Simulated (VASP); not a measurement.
# Cu3Pt: convergence with the k-mesh and plane-wave cutoff, part 2 of 3

Aim: find how far the k-mesh and plane-wave cutoff must be pushed for Cu3Pt, and what that costs. The series runs use PBEsol. The start is a cell from a database of measured crystal structures.

VASP 6.6.1; PBEsol; plane waves and PAW (Cu, Pt).

Still holding for the runs below: This run has no spin polarisation. Its electron count is odd, so without a moment it is a metal by construction.

So far. Step 7 (K-mesh: 9 9 9): Against the run before the energy moves by -1.61 meV an atom and the pressure by -0.10 GPa, after 15 cycles in 4.4 s.

## Step 8: K-mesh: 11 11 11

Contents of INCAR:

```
SYSTEM = Cu3Pt
PREC = Accurate
ENCUT = 400
EDIFF = 1E-06
NELM = 100
ISMEAR = -1
SIGMA = 0.05
LREAL = .FALSE.
ALGO = Normal
GGA = PS
NBANDS = 27
LASPH = .TRUE.
LORBIT = 11
LWAVE = .FALSE.
LCHARG = .FALSE.
KPAR = 4
ISIF = 2
```

Contents of POSCAR:

```
Cu3Pt
1.0
    3.7100000000      0.0000000000      0.0000000000
    0.0000000000      3.7100000000      0.0000000000
    0.0000000000      0.0000000000      3.7100000000
Cu Pt
3 1
Direct
    0.0000000000      0.5000000000      0.5000000000
    0.5000000000      0.0000000000      0.5000000000
    0.5000000000      0.5000000000      0.0000000000
    0.0000000000      0.0000000000      0.0000000000
```

Contents of KPOINTS:

```
Automatic mesh
0
Gamma
11 11 11
0 0 0
```

PAW data sets: Cu and Pt (PBE family, release 64).

On the command line:

```sh
mpirun -np 4 vasp_std
```

The program printed:

```text
[... set-up lines as in an earlier step ...]
 entering main loop
       N       E                     dE             d eps       ncg     rms          rms(c)
DAV:   1     0.313551157493E+03    0.31355E+03   -0.16368E+04  3144   0.209E+03
DAV:   2     0.548064112039E+01   -0.30807E+03   -0.29736E+03  3048   0.389E+02
DAV:   3    -0.232104932435E+02   -0.28691E+02   -0.27139E+02  3563   0.154E+02
DAV:   4    -0.241213396103E+02   -0.91085E+00   -0.90244E+00  4155   0.311E+01
[...]
DAV:  13    -0.203925858819E+02    0.19802E-05   -0.28160E-05  3516   0.655E-02    0.149E-02
DAV:  14    -0.203925820820E+02    0.38000E-05   -0.51449E-06  2588   0.455E-02    0.772E-03
DAV:  15    -0.203925822776E+02   -0.19562E-06   -0.84890E-06  3081   0.240E-02
   1 F= -.20392582E+02 E0= -.20384310E+02  d E =-.165436E-01
```

Elapsed: 5.8 s, on 4 MPI ranks of AMD EPYC 9R45, shared host; peak memory 0.58 GiB.

From OUTCAR (step 8):

```text
  Total       -2.0112999     -2.0112999     -2.0112999     -0.0000000      0.0000000     -0.0000000
  in kB      -63.1052774    -63.1052774    -63.1052774     -0.0000000      0.0000000     -0.0000000
  external PRESSURE =     -63.1052774 kB  Pullay stress =       0.0000000 kB

  FREE ENERGIE OF THE ION-ELECTRON SYSTEM (eV)
  ---------------------------------------------------
  free  energy   TOTEN  =       -20.3925822776 eV

  energy  without entropy=      -20.3760386340  energy(sigma->0) =      -20.38431046

[... 2 parts as in an earlier step ...]

[... 2 further parts left out ...]
[key lines of the parts left out:]
E-fermi :   7.9794
```

Against the run before the energy moves by -0.17 meV an atom and the pressure by -0.07 GPa, after 15 cycles in 5.8 s.

## Step 9: The k-mesh series as a table

This step: convergence of PBEsol results with the mesh; plane waves and PAW (VASP 6.6.1).

This step runs nothing: it gathers the runs above.

Differences are taken from the run with 11 11 11. Results of the series, by row:

| setting | status | energy less the reference (meV/atom) | pressure (GPa) | SCF cycles | wall time (s) |
| --- | --- | --- | --- | --- | --- |
| 2 2 2 | converged | 254.2 | -6.145 | 17 | 1.6 |
| 3 3 3 | converged | 10.69 | -5.91 | 15 | 1.4 |
| 4 4 4 | converged | -3.669 | -7.335 | 16 | 2.4 |
| 5 5 5 | converged | -2.196 | -6.121 | 15 | 2.6 |
| 7 7 7 | converged | 1.784 | -6.14 | 15 | 3.2 |
| 9 9 9 | converged | 0.174 | -6.238 | 15 | 4.4 |
| 11 11 11 | converged | 0 | -6.311 | 15 | 5.8 |

## Step 10: Plane-wave cutoff: ENCUT = 180

This step: PBEsol; plane waves and PAW (Cu, Pt) (VASP 6.6.1).

The basis grows with ENCUT, and energy and stress both move with it.

INCAR: that of step 8 with these lines changed.

```diff
@@ -2,3 +2,3 @@
 PREC = Accurate
-ENCUT = 400
+ENCUT = 180
 EDIFF = 1E-06
```

POSCAR is that of step 8.

Contents of KPOINTS:

```
Automatic mesh
0
Gamma
5 5 5
0 0 0
```

On the command line:

```sh
mpirun -np 4 vasp_std
```

The program printed:

```text
[... set-up lines as in an earlier step ...]
 entering main loop
       N       E                     dE             d eps       ncg     rms          rms(c)
DAV:   1     0.180749609458E+03    0.18075E+03   -0.10648E+04   540   0.786E+02
DAV:   2    -0.733292339312E+01   -0.18808E+03   -0.18016E+03   565   0.232E+02
DAV:   3    -0.139795182000E+02   -0.66466E+01   -0.65193E+01   598   0.513E+01
DAV:   4    -0.140576813545E+02   -0.78163E-01   -0.78066E-01   579   0.548E+00
DAV:   5    -0.140589918583E+02   -0.13105E-02   -0.13104E-02   598   0.708E-01    0.311E+01
DAV:   6    -0.122376423958E+02    0.18213E+01   -0.10824E+02   575   0.143E+02    0.177E+01
DAV:   7    -0.514351848760E+01    0.70941E+01   -0.32605E+01   653   0.598E+01    0.391E+00
DAV:   8    -0.502727161757E+01    0.11625E+00   -0.11924E+00   572   0.767E+00    0.227E+00
DAV:   9    -0.503540817989E+01   -0.81366E-02   -0.10508E-01   616   0.411E+00    0.108E+00
DAV:  10    -0.503154959879E+01    0.38586E-02   -0.23426E-02   589   0.158E+00    0.152E-01
DAV:  11    -0.503131452707E+01    0.23507E-03   -0.11788E-03   723   0.466E-01    0.791E-02
DAV:  12    -0.503129285161E+01    0.21675E-04   -0.22289E-04   564   0.103E-01    0.192E-02
DAV:  13    -0.503128562126E+01    0.72304E-05   -0.39132E-05   744   0.907E-02    0.387E-03
DAV:  14    -0.503128521169E+01    0.40957E-06   -0.23127E-06   311   0.191E-02
   1 F= -.50312852E+01 E0= -.50269442E+01  d E =-.868196E-02
```

The job ended after 1.4 s (4 MPI ranks; peak memory 0.34 GiB; 3.8 s of CPU time).

From OUTCAR (step 10):

```text
   ENCUT  =  180.0 eV  13.23 Ry    3.64 a.u.   4.06  4.06  4.06*2*pi/ulx,y,z

   NELECT =      43.0000    total number of electrons

 E-fermi :   7.7833

 k-point     1 :       0.0000    0.0000    0.0000
  band No.  band energies     occupation
    ...
     17       7.5288      1.98775
     18       7.5288      1.98775
     19       7.7034      1.66356
     20       7.7034      1.66356
     21       7.7034      1.66356
     22       9.9253      0.00000
     23       9.9253      0.00000
     24       9.9253      0.00000
     25      14.9850      0.00000
     26      16.8517      0.00000
    ...

  Total     -153.1583892   -153.1583892   -153.1583892     -0.0000000     -0.0000000      0.0000000
  in kB    -4805.4011034  -4805.4011034  -4805.4011034     -0.0000000     -0.0000000      0.0000000
  external PRESSURE =   -4805.4011034 kB  Pullay stress =       0.0000000 kB

 POSITION                                       TOTAL-FORCE (eV/Angst)
 -----------------------------------------------------------------------------------
      0.00000      1.85500      1.85500         0.000000      0.000000      0.000000
      1.85500      0.00000      1.85500         0.000000      0.000000      0.000000
      1.85500      1.85500      0.00000         0.000000      0.000000      0.000000
      0.00000      0.00000      0.00000         0.000000      0.000000      0.000000
 -----------------------------------------------------------------------------------
    total drift:                                0.000000      0.000000      0.000000

  FREE ENERGIE OF THE ION-ELECTRON SYSTEM (eV)
  ---------------------------------------------------
  free  energy   TOTEN  =        -5.0312852117 eV

  energy  without entropy=       -5.0226032518  energy(sigma->0) =       -5.02694423

[... 4 parts as in an earlier step ...]

[... 12 further parts left out ...]
```

The k-mesh is coarse for a metal.

Numbers from this step:

| Property | Result |
| --- | --- |
| SCF cycles | 14 |
| irreducible k-points | 10 |
| free energy (TOTEN) | -5.031 eV |
| energy at zero smearing | -5.027 eV |
| Fermi energy | 7.783 eV |
| pressure | -480.5 GPa |

The series starts at -1.2567 eV an atom and -480.54 GPa, after 14 cycles in 1.4 s.

## Step 11: Plane-wave cutoff: ENCUT = 220

INCAR: that of step 10 with these lines changed.

```diff
@@ -2,3 +2,3 @@
 PREC = Accurate
-ENCUT = 180
+ENCUT = 220
 EDIFF = 1E-06
```

POSCAR is that of step 10.

KPOINTS is that of step 10.

On the command line:

```sh
mpirun -np 4 vasp_std
```

The program printed:

```text
[... set-up lines as in an earlier step ...]
 entering main loop
       N       E                     dE             d eps       ncg     rms          rms(c)
DAV:   1     0.228189928014E+03    0.22819E+03   -0.11615E+04   556   0.110E+03
DAV:   2    -0.938228158518E+01   -0.23757E+03   -0.22852E+03   549   0.287E+02
DAV:   3    -0.226503117202E+02   -0.13268E+02   -0.12655E+02   584   0.846E+01
DAV:   4    -0.229079351478E+02   -0.25762E+00   -0.25718E+00   604   0.118E+01
[...]
DAV:  13    -0.183688269116E+02    0.25237E-05   -0.65644E-06   554   0.203E-02    0.975E-03
DAV:  14    -0.183688250197E+02    0.18920E-05   -0.42018E-06   451   0.340E-02    0.309E-03
DAV:  15    -0.183688253899E+02   -0.37023E-06   -0.31450E-06   413   0.147E-02
   1 F= -.18368825E+02 E0= -.18363150E+02  d E =-.113503E-01
```

The job ended after 1.8 s (4 MPI ranks; peak memory 0.37 GiB).

From OUTCAR (step 11):

```text
  Total      -33.6184362    -33.6184362    -33.6184362      0.0000000     -0.0000000     -0.0000000
  in kB    -1054.7908674  -1054.7908674  -1054.7908674      0.0000000     -0.0000000     -0.0000000
  external PRESSURE =   -1054.7908674 kB  Pullay stress =       0.0000000 kB

  FREE ENERGIE OF THE ION-ELECTRON SYSTEM (eV)
  ---------------------------------------------------
  free  energy   TOTEN  =       -18.3688253899 eV

  energy  without entropy=      -18.3574751283  energy(sigma->0) =      -18.36315026

[... 2 parts as in an earlier step ...]

[... 2 further parts left out ...]
[key lines of the parts left out:]
E-fermi :   8.0084
```

Against the run before the energy moves by -3334.05 meV an atom and the pressure by +375.06 GPa, after 15 cycles in 1.8 s.

## Step 12: Plane-wave cutoff: ENCUT = 270

INCAR: that of step 11 with these lines changed.

```diff
@@ -2,3 +2,3 @@
 PREC = Accurate
-ENCUT = 220
+ENCUT = 270
 EDIFF = 1E-06
```

POSCAR is that of step 11.

KPOINTS is that of step 11.

On the command line:

```sh
mpirun -np 4 vasp_std
```

The program printed:

```text
[... set-up lines as in an earlier step ...]
 entering main loop
       N       E                     dE             d eps       ncg     rms          rms(c)
DAV:   1     0.262813906007E+03    0.26281E+03   -0.12656E+04   572   0.143E+03
DAV:   2    -0.369794710933E+01   -0.26651E+03   -0.25563E+03   546   0.327E+02
DAV:   3    -0.235100476304E+02   -0.19812E+02   -0.18761E+02   608   0.119E+02
DAV:   4    -0.241025647137E+02   -0.59252E+00   -0.58781E+00   648   0.220E+01
[...]
DAV:  13    -0.202989206896E+02    0.16144E-05   -0.25929E-05   707   0.594E-02    0.125E-02
DAV:  14    -0.202989176464E+02    0.30433E-05   -0.44122E-06   442   0.414E-02    0.823E-03
DAV:  15    -0.202989177163E+02   -0.69890E-07   -0.87815E-06   567   0.299E-02
   1 F= -.20298918E+02 E0= -.20292432E+02  d E =-.129721E-01
```

It took 2.2 s on 4 MPI ranks; peak memory 0.4 GiB.

From OUTCAR (step 12):

```text
  Total       -5.3996513     -5.3996513     -5.3996513      0.0000000      0.0000000      0.0000000
  in kB     -169.4160579   -169.4160579   -169.4160579      0.0000000      0.0000000      0.0000000
  external PRESSURE =    -169.4160579 kB  Pullay stress =       0.0000000 kB

 POSITION                                       TOTAL-FORCE (eV/Angst)
 -----------------------------------------------------------------------------------
      0.00000      1.85500      1.85500         0.000000      0.000000      0.000000
      1.85500      0.00000      1.85500         0.000000      0.000000      0.000000
      1.85500      1.85500      0.00000         0.000000      0.000000      0.000000
      0.00000      0.00000      0.00000         0.000000      0.000000      0.000000
 -----------------------------------------------------------------------------------
    total drift:                               -0.000000     -0.000000      0.000000

  FREE ENERGIE OF THE ION-ELECTRON SYSTEM (eV)
  ---------------------------------------------------
  free  energy   TOTEN  =       -20.2989177163 eV

  energy  without entropy=      -20.2859456100  energy(sigma->0) =      -20.29243166

[... 1 part as in an earlier step ...]

[... 2 further parts left out ...]
[key lines of the parts left out:]
E-fermi :   8.0835
```

Against the run before the energy moves by -482.32 meV an atom and the pressure by +88.54 GPa, after 15 cycles in 2.2 s.

## Step 13: Plane-wave cutoff: ENCUT = 300

INCAR: that of step 12 with these lines changed.

```diff
@@ -2,3 +2,3 @@
 PREC = Accurate
-ENCUT = 270
+ENCUT = 300
 EDIFF = 1E-06
```

POSCAR is that of step 12.

KPOINTS is that of step 12.

On the command line:

```sh
mpirun -np 4 vasp_std
```

The program printed:

```text
[... set-up lines as in an earlier step ...]
 entering main loop
       N       E                     dE             d eps       ncg     rms          rms(c)
DAV:   1     0.275580790103E+03    0.27558E+03   -0.13671E+04   572   0.165E+03
DAV:   2    -0.154240212285E+01   -0.27712E+03   -0.26763E+03   546   0.349E+02
DAV:   3    -0.235228484121E+02   -0.21980E+02   -0.20864E+02   602   0.129E+02
DAV:   4    -0.241331996463E+02   -0.61035E+00   -0.60545E+00   690   0.241E+01
[...]
DAV:  13    -0.204042807682E+02    0.10253E-05   -0.31929E-05   727   0.780E-02    0.123E-02
DAV:  14    -0.204042776494E+02    0.31188E-05   -0.52193E-06   531   0.457E-02    0.811E-03
DAV:  15    -0.204042775904E+02    0.59032E-07   -0.62772E-06   560   0.287E-02
   1 F= -.20404278E+02 E0= -.20397747E+02  d E =-.130615E-01
```

Run time: 2.4 s. Hardware: 4 MPI ranks; peak memory 0.43 GiB.

Parts of OUTCAR (step 13):

```text
  Total       -2.4589563     -2.4589563     -2.4589563      0.0000000      0.0000000     -0.0000000
  in kB      -77.1506631    -77.1506631    -77.1506631      0.0000000      0.0000000     -0.0000000
  external PRESSURE =     -77.1506631 kB  Pullay stress =       0.0000000 kB

  FREE ENERGIE OF THE ION-ELECTRON SYSTEM (eV)
  ---------------------------------------------------
  free  energy   TOTEN  =       -20.4042775904 eV

  energy  without entropy=      -20.3912160896  energy(sigma->0) =      -20.39774684

[... 2 parts as in an earlier step ...]

[... 2 further parts left out ...]
[key lines of the parts left out:]
E-fermi :   8.0916
```

Against the run before the energy moves by -26.33 meV an atom and the pressure by +9.23 GPa, after 15 cycles in 2.4 s.

## Step 14: Plane-wave cutoff: ENCUT = 340

INCAR: that of step 13 with these lines changed.

```diff
@@ -2,3 +2,3 @@
 PREC = Accurate
-ENCUT = 300
+ENCUT = 340
 EDIFF = 1E-06
```

POSCAR is that of step 13.

KPOINTS is that of step 13.

On the command line:

```sh
mpirun -np 4 vasp_std
```

The program printed:

```text
[... set-up lines as in an earlier step ...]
 entering main loop
       N       E                     dE             d eps       ncg     rms          rms(c)
DAV:   1     0.294882897989E+03    0.29488E+03   -0.14593E+04   564   0.182E+03
DAV:   2     0.213967155393E+01   -0.29274E+03   -0.28296E+03   540   0.364E+02
DAV:   3    -0.233034643515E+02   -0.25443E+02   -0.24065E+02   619   0.142E+02
DAV:   4    -0.241371367899E+02   -0.83367E+00   -0.82901E+00   711   0.291E+01
[...]
DAV:  13    -0.204172582653E+02    0.54028E-06   -0.33081E-05   737   0.797E-02    0.127E-02
DAV:  14    -0.204172551214E+02    0.31438E-05   -0.46662E-06   489   0.468E-02    0.843E-03
DAV:  15    -0.204172548581E+02    0.26333E-06   -0.75566E-06   578   0.299E-02
   1 F= -.20417255E+02 E0= -.20410718E+02  d E =-.130742E-01
```

Wall time 2.4 s (4 MPI ranks); peak memory 0.44 GiB; 7.4 s of CPU time.

OUTCAR, selected parts (step 14):

```text
  Total       -1.8413406     -1.8413406     -1.8413406      0.0000000     -0.0000000     -0.0000000
  in kB      -57.7727428    -57.7727428    -57.7727428      0.0000000     -0.0000000     -0.0000000
  external PRESSURE =     -57.7727428 kB  Pullay stress =       0.0000000 kB

  FREE ENERGIE OF THE ION-ELECTRON SYSTEM (eV)
  ---------------------------------------------------
  free  energy   TOTEN  =       -20.4172548581 eV

  energy  without entropy=      -20.4041806503  energy(sigma->0) =      -20.41071775

[... 2 parts as in an earlier step ...]

[... 2 further parts left out ...]
[key lines of the parts left out:]
E-fermi :   8.0933
```

Against the run before the energy moves by -3.24 meV an atom and the pressure by +1.94 GPa, after 15 cycles in 2.4 s.

## Step 15: Plane-wave cutoff: ENCUT = 380

INCAR: that of step 14 with these lines changed.

```diff
@@ -2,3 +2,3 @@
 PREC = Accurate
-ENCUT = 340
+ENCUT = 380
 EDIFF = 1E-06
```

POSCAR is that of step 14.

KPOINTS is that of step 14.

On the command line:

```sh
mpirun -np 4 vasp_std
```

The program printed:

```text
[... set-up lines as in an earlier step ...]
 entering main loop
       N       E                     dE             d eps       ncg     rms          rms(c)
DAV:   1     0.302814011555E+03    0.30281E+03   -0.15664E+04   572   0.198E+03
DAV:   2     0.343516104857E+01   -0.29938E+03   -0.28837E+03   546   0.377E+02
DAV:   3    -0.232673001360E+02   -0.26702E+02   -0.25272E+02   634   0.149E+02
DAV:   4    -0.241327911408E+02   -0.86549E+00   -0.86073E+00   754   0.296E+01
[...]
DAV:  13    -0.204044977377E+02   -0.15403E-06   -0.33942E-05   727   0.759E-02    0.128E-02
DAV:  14    -0.204044945792E+02    0.31585E-05   -0.38245E-06   448   0.397E-02    0.865E-03
DAV:  15    -0.204044942484E+02    0.33085E-06   -0.89707E-06   580   0.305E-02
   1 F= -.20404494E+02 E0= -.20397965E+02  d E =-.130587E-01
```

It took 2.4 s on 4 MPI ranks; peak memory 0.44 GiB.

OUTCAR, selected parts (step 15):

```text
  Total       -1.9146882     -1.9146882     -1.9146882      0.0000000      0.0000000     -0.0000000
  in kB      -60.0740501    -60.0740501    -60.0740501      0.0000000      0.0000000     -0.0000000
  external PRESSURE =     -60.0740501 kB  Pullay stress =       0.0000000 kB

  FREE ENERGIE OF THE ION-ELECTRON SYSTEM (eV)
  ---------------------------------------------------
  free  energy   TOTEN  =       -20.4044942484 eV

  energy  without entropy=      -20.3914355329  energy(sigma->0) =      -20.39796489

[... 2 parts as in an earlier step ...]

[... 2 further parts left out ...]
[key lines of the parts left out:]
E-fermi :   8.0925
```

Against the run before the energy moves by +3.19 meV an atom and the pressure by -0.23 GPa, after 15 cycles in 2.4 s.

## Step 16: Plane-wave cutoff: ENCUT = 470

INCAR: that of step 15 with these lines changed.

```diff
@@ -2,3 +2,3 @@
 PREC = Accurate
-ENCUT = 380
+ENCUT = 470
 EDIFF = 1E-06
```

POSCAR is that of step 15.

KPOINTS is that of step 15.

On the command line:

```sh
mpirun -np 4 vasp_std
```

The program printed:

```text
[... set-up lines as in an earlier step ...]
 entering main loop
       N       E                     dE             d eps       ncg     rms          rms(c)
DAV:   1     0.324815827192E+03    0.32482E+03   -0.18471E+04   580   0.232E+03
DAV:   2     0.610557881307E+01   -0.31871E+03   -0.30836E+03   540   0.400E+02
DAV:   3    -0.232117104510E+02   -0.29317E+02   -0.27761E+02   639   0.158E+02
DAV:   4    -0.241321721423E+02   -0.92046E+00   -0.91481E+00   776   0.317E+01
[...]
DAV:  13    -0.203962523705E+02   -0.75407E-06   -0.30691E-05   727   0.690E-02    0.126E-02
DAV:  14    -0.203962493873E+02    0.29832E-05   -0.33292E-06   394   0.391E-02    0.881E-03
DAV:  15    -0.203962490088E+02    0.37844E-06   -0.92298E-06   592   0.303E-02
   1 F= -.20396249E+02 E0= -.20389732E+02  d E =-.130341E-01
```

Elapsed: 3 s, on 4 MPI ranks; peak memory 0.53 GiB.

(Continued in part 3 of 3.)

[Lines on the potential files, build, host, timing and source positions are cut from VASP's logs without a mark.]

[Logs are printed without paths, hosts, clocks, repeated set-up lines and the standing remarks that a program may print on its own settings, such as how far it seeks lower states.]

[Hosts, paths, dates, database ids (printed as entryN), source tags and the programs' standing remarks are cut or masked in the printed files.]

[A measured line is paired with the nearest computed mode of its activity, which favours agreement.]
